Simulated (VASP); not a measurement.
Energy against volume of TiCo (CsCl type). Method: SCAN meta-GGA, VASP's PBE PAW potentials (set 64) (plane waves; VASP 6.6.1). Run with 520 eV cut-off, 12×12×12 Γ-centred mesh, first-order Methfessel-Paxton smearing of 0.10 eV, potentials Ti_sv Co.

```csv
V (Å³/atom),E (eV/atom)
12.392,-16.96316
12.775,-16.96883
13.158,-16.96113
13.542,-16.94175
```

Q: Fit these four points and predict the energy of the run at 12.009 Å³/atom.

A: A cubic in V^(−2/3), the third-order Birch-Murnaghan form, passes through the four points with V0 = 12.74 Å³/atom and B0 = 188 GPa, and gives -16.9421 eV/atom there. The run gave -16.9415 eV/atom, +0.6 meV/atom from the fit; all five points give B0 = 191 GPa.

The compound is TiCo in the CsCl type structure. It was relaxed first. The run is not spin-polarised, so no magnetic state was tried.
